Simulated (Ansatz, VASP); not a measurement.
# Ti2CF2 (Ti2CF2 MXene bilayer, AA) in two plane-wave programs, part 2 of 2

One calculation is typed for both programs; each brings its own data sets. How far apart do they land? The cell is taken from a series of runs on this material, whose earlier steps may have relaxed, scaled, displaced or heated it; both programs get it as it stands.

VASP 6.6.1 and Ansatz 0.2.0.

So far: The starting structure; Ansatz: single point, PBE with D3(BJ); VASP: single point, PBE with D3(BJ).

## 3. VASP: single point, PBE with D3(BJ) (continued)

Level of this step: PBE with D3(BJ), no spin polarisation; plane waves and PAW (F, Ti_sv, C) (VASP).

Numbers of over 12 decimals in the logs are rounded to 6 here.

OUTCAR, selected parts (step 3):

```text
ion  position               nearest neighbor table
   1  0.333  0.667  0.302-   5 2.15   5 2.15   5 2.15
   2  0.667  0.333  0.462-   6 2.15   6 2.15   6 2.15
   3  0.333  0.667  0.538-   7 2.15   7 2.15   7 2.15
   4  0.667  0.333  0.698-   8 2.15   8 2.15   8 2.15
   5  0.667  0.333  0.344-   9 2.09   9 2.09   9 2.09   1 2.15   1 2.15   1 2.15   6 2.87   6 2.87
                             6 2.87
   6  0.333  0.667  0.420-   9 2.09   9 2.09   9 2.09   2 2.15   2 2.15   2 2.15   5 2.87   5 2.87
                             5 2.87
   7  0.667  0.333  0.580-  10 2.09  10 2.09  10 2.09   3 2.15   3 2.15   3 2.15   8 2.87   8 2.87
                             8 2.87
   8  0.333  0.667  0.656-  10 2.09  10 2.09  10 2.09   4 2.15   4 2.15   4 2.15   7 2.87   7 2.87
                             7 2.87
   9  0.000  0.000  0.382-   5 2.09   5 2.09   5 2.09   6 2.09   6 2.09   6 2.09
  10  0.000  0.000  0.618-   8 2.09   8 2.09   8 2.09   7 2.09   7 2.09   7 2.09

  LATTYP: Found a hexagonal cell.
 ALAT       =     3.0313353672
 C/A-ratio  =     9.8423445783

 Subroutine GETGRP returns: Found 12 space group operations
 (whereof 12 operations were pure point group operations)

The static configuration has the point symmetry D_3d.

 Found     37 irreducible k-points:

   k-points           NKPTS =     37   k-points in BZ     NKDIM =     37   number of bands    NBANDS=     52

   dimension x,y,z NGX =    24 NGY =   24 NGZ =  224
   dimension x,y,z NGXF=    48 NGYF=   48 NGZF=  448

   ENCUT  =  520.0 eV  38.22 Ry    6.18 a.u.   5.64  5.64 55.47*2*pi/ulx,y,z

   NELECT =      84.0000    total number of electrons

 k-points in reciprocal lattice and weights: Automatic mesh
   0.00000000  0.00000000  0.00000000       0.003
   0.05555556 -0.00000000  0.00000000       0.019
   0.11111111 -0.00000000  0.00000000       0.019
   0.16666667 -0.00000000  0.00000000       0.019
   0.22222222 -0.00000000  0.00000000       0.019
   0.27777778  0.00000000  0.00000000       0.019
   0.33333333  0.00000000  0.00000000       0.019
   0.38888889  0.00000000  0.00000000       0.019
   0.44444444 -0.00000000  0.00000000       0.019
[...]
0.33333333  0.27777778  0.00000000       0.037
   0.33333333  0.33333333  0.00000000       0.006

 dipolmoment           0.000000      0.000000      0.000000 electrons x Angstroem

 average (electrostatic) potential at core
       1 -80.5864       2 -80.6617       3 -80.6617       4 -80.5864       5 -80.7073
       6 -80.7097       7 -80.7097       8 -80.7073       9 -53.4425      10 -53.4425

 E-fermi :   0.8855

 k-point     1 :       0.0000    0.0000    0.0000
  band No.  band energies     occupation
    ...
     40      -1.7602      2.00000
     41       0.8438      1.39498
     42       0.8438      1.39497
     43       0.8482      1.35718
     44       0.8482      1.35718
     45       1.0763      0.04306
     46       1.1024      0.02582
     47       2.4793      0.00000
     48       2.4793      0.00000
     49       2.4797      0.00000
    ...

 k-point     2 :       0.0556   -0.0000    0.0000
  band No.  band energies     occupation
    ...
     40      -1.7854      2.00000
     41       0.7889      1.74682
     42       0.7925      1.73067
     43       0.8998      0.85786
     44       0.9048      0.80948
     45       1.1114      0.02159
     46       1.1329      0.01411
     47       2.4362      0.00000
     48       2.4524      0.00000
     49       2.4807      0.00000
    ...

 k-point     3 :       0.1111   -0.0000    0.0000
  band No.  band energies     occupation
    ...
     38      -2.1704      2.00000
     39      -1.8594      2.00000
     40      -1.8497      2.00000
     41       0.6056      1.99262
     42       0.6075      1.99233
     43       1.0590      0.06036
     44       1.0649      0.05389
     45       1.2400      0.00167
     46       1.2501      0.00136
     47       2.3697      0.00000
    ...

 Edisp (eV)   -2.45577

  Total       0.18706     0.18706     0.01389    -0.00000    -0.00000     0.00000
  in kB       1.26232     1.26232     0.09372    -0.00000    -0.00000     0.00000
  external pressure =        0.87 kB  Pullay stress =        0.00 kB

  energy-cutoff  :      520.00
  volume of cell :      237.43
      direct lattice vectors                 reciprocal lattice vectors
     3.031335367  0.000000000  0.000000000     0.329887617  0.190460704  0.000000000
    -1.515667684  2.625213435  0.000000000     0.000000000  0.380921409  0.000000000
     0.000000000  0.000000000 29.835447217     0.000000000  0.000000000  0.033517178

 POSITION                                       TOTAL-FORCE (eV/Angst)
 -----------------------------------------------------------------------------------
     -0.00000      1.75014      9.00000        -0.000000      0.000000     -0.037899
      1.51567      0.87507     13.77482         0.000000      0.000000      0.038073
     -0.00000      1.75014     16.06063         0.000000      0.000000     -0.038073
      1.51567      0.87507     20.83545        -0.000000      0.000000      0.037899
      1.51567      0.87507     10.25524         0.000000      0.000000      0.034317
     -0.00000      1.75014     12.53140        -0.000000      0.000000     -0.036107
      1.51567      0.87507     17.30405         0.000000      0.000000      0.036107
     -0.00000      1.75014     19.58021         0.000000     -0.000000     -0.034317
      0.00000      0.00000     11.39321         0.000000     -0.000000      0.000496
      0.00000      0.00000     18.44224        -0.000000      0.000000     -0.000496
 -----------------------------------------------------------------------------------
    total drift:                                0.000000      0.000000      0.000000

  FREE ENERGIE OF THE ION-ELECTRON SYSTEM (eV)
  ---------------------------------------------------
  free  energy   TOTEN  =       -81.4691533018 eV

  energy  without entropy=      -81.4405314155  energy(sigma->0) =      -81.45484236

 vacuum level on the upper side and lower side of the slab         5.731         5.731

 total charge
# of ion       s       p       d       tot
------------------------------------------
    1        1.738   4.350   0.000   6.088
    2        1.738   4.356   0.000   6.095
    3        1.738   4.356   0.000   6.095
    4        1.738   4.350   0.000   6.088
    5        2.184   6.198   1.975  10.357
    6        2.184   6.199   1.977  10.361
    7        2.184   6.199   1.977  10.361
    8        2.184   6.198   1.975  10.357
    9        0.893   1.595   0.000   2.488
   10        0.893   1.595   0.000   2.488
--------------------------------------------------
tot         17.476  45.398   7.904  70.777

[... 3 further parts left out ...]
```

## 4. Side by side

Known differences besides the potentials themselves: the cutoff is 420 eV in Ansatz and 520 eV in VASP. Total energies have different zeros and are not compared.

Both answers:

| quantity | Ansatz | VASP | difference |
| --- | --- | --- | --- |
| work function, lower of the two faces (eV) | 4.79 | 4.85 | -0.05 |
| work function, higher of the two faces (eV) | 4.79 | 4.85 | -0.05 |

With vacuum in the cell, a pressure given here is an average over mostly empty space and none of the material.

## 5. Summary of results

```json
{
 "difference in work function, lower of the two faces (single point, PBE with D3(BJ))": "-0.053 eV"
}
```

What this shows: The difference in work function, lower of the two faces is -0.053 eV (single point, PBE with D3(BJ)). Such differences can come from data sets, numerical settings and the points named under the comparisons, not from the functional's error against experiment.

[Lines on the potential files, build, host, timing and source positions are cut from VASP's logs without a mark.]

[Logs are printed without paths, hosts, clocks, repeated set-up lines and the standing remarks that a program may print on its own settings, such as how far it seeks lower states.]

[Hosts, paths, dates, database ids (printed as entryN), source tags and the programs' standing remarks are cut or masked in the printed files.]
